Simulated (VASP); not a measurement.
Wanted: the native input for a VASP 6.6.1 run.

| Quantity | Value |
| --- | --- |
| Task | single point |
| Functional | PBEsol |
| Potentials or basis | VASP PAW PBE potentials, release 64 (Cu, Si, C) |
| Cutoff | 450 eV |
| k mesh | 2 × 3 × 3 |
| Occupations | gaussian, width 0.03 eV |
| Spin | collinear spin, ferromagnetic start |
| Starting moments | [1.0, 0.0, 0.0, 0.0, 0.0, 0.0, 0.0, 0.0, 0.0, 0.0, 0.0, 0.0, 0.0, 0.0, 0.0, 0.0, 0.0, 0.0, 0.0, 0.0, 0.0, 0.0, 0.0, 0.0] μB |
| Hubbard terms | Cu d U = 5 eV |
| Dq | 0 |
| Further INCAR settings | LREAL = Auto; ALGO = Normal; EDIFF = 1e-05 |

The structure of CuSi11C12 (a cell with a defect) lies in POSCAR:

```
CuSi11C12
1.0
    0.0000000000      6.5370000000      6.5370000000
    4.3580000000      0.0000000000      4.3580000000
    4.3580000000      4.3580000000      0.0000000000
Cu Si C
1 11 12
Direct
    0.0000000000      0.0000000000      0.0000000000
    0.0000000000      0.0000000000      0.5000000000
    0.0000000000      0.5000000000      0.0000000000
    0.0000000000      0.5000000000      0.5000000000
    0.3333330000      0.0000000000      0.0000000000
    0.3333330000      0.0000000000      0.5000000000
    0.3333330000      0.5000000000      0.0000000000
    0.3333330000      0.5000000000      0.5000000000
    0.6666670000      0.0000000000      0.0000000000
    0.6666670000      0.0000000000      0.5000000000
    0.6666670000      0.5000000000      0.0000000000
    0.6666670000      0.5000000000      0.5000000000
    0.0833333333      0.1250000000      0.1250000000
    0.0833333333      0.1250000000      0.6250000000
    0.0833333333      0.6250000000      0.1250000000
    0.0833333333      0.6250000000      0.6250000000
    0.4166663333      0.1250000000      0.1250000000
    0.4166663333      0.1250000000      0.6250000000
    0.4166663333      0.6250000000      0.1250000000
    0.4166663333      0.6250000000      0.6250000000
    0.7500003333      0.1250000000      0.1250000000
    0.7500003333      0.1250000000      0.6250000000
    0.7500003333      0.6250000000      0.1250000000
    0.7500003333      0.6250000000      0.6250000000
```

One way to write it, as run:

INCAR

```
SYSTEM = CuSi11C12
ALGO = Normal
EDIFF = 1E-5
ENCUT = 450
GGA = PS
ISIF = 2
ISMEAR = 0
ISPIN = 2
KPAR = 4
LASPH = .TRUE.
LCHARG = .FALSE.
LDAU = .TRUE.
LDAUJ = 0 0 0
LDAUL = 2 -1 -1
LDAUPRINT = 1
LDAUTYPE = 2
LDAUU = 5 0 0
LMAXMIX = 4
LORBIT = 11
LREAL = Auto
LWAVE = .FALSE.
MAGMOM = 1 0 0 0 0 0 0 0 0 0 0 0 0 0 0 0 0 0 0 0 0 0 0 0
NELM = 120
PREC = Accurate
SIGMA = 0.03
```

KPOINTS

```
k-points
0
G
  2 3 3
  0 0 0
```

Potentials or basis: VASP PAW PBE potentials, release 64 (Cu, Si, C).

Run with:

```console
$ cat potpaw_PBE.64/Cu/POTCAR potpaw_PBE.64/Si/POTCAR potpaw_PBE.64/C/POTCAR > POTCAR
$ mpirun -np 4 vasp_std > vasp.out
```

Results of the run:

```
Largest force                                         : 1.981 eV/Å
Band gap on the k mesh                                : none (metal or under the smearing width)
Net moment                                            : 0.22 μB per cell
Site moments                                          : Cu +0.05; Si -0.00, +0.00; C +0.01, +0.00, +0.04 μB
Valence electrons inside the program's atomic spheres : Cu 10.47; Si 1.68; C 2.46, 2.53, 2.47
```

Caveat: the k mesh is coarse (spacing up to 0.42 Å⁻¹), so the values aren't converged; the PAW data sets were made with another functional, which shifts forces and pressure a little; the U is typed as a test and isn't derived for this compound.

Wall time 6.4 min on 4 MPI ranks on Intel(R) Xeon(R) Platinum 8375C CPU @ 2.90GHz (Ice Lake), on a shared host, peak memory 0.57 GiB a rank.
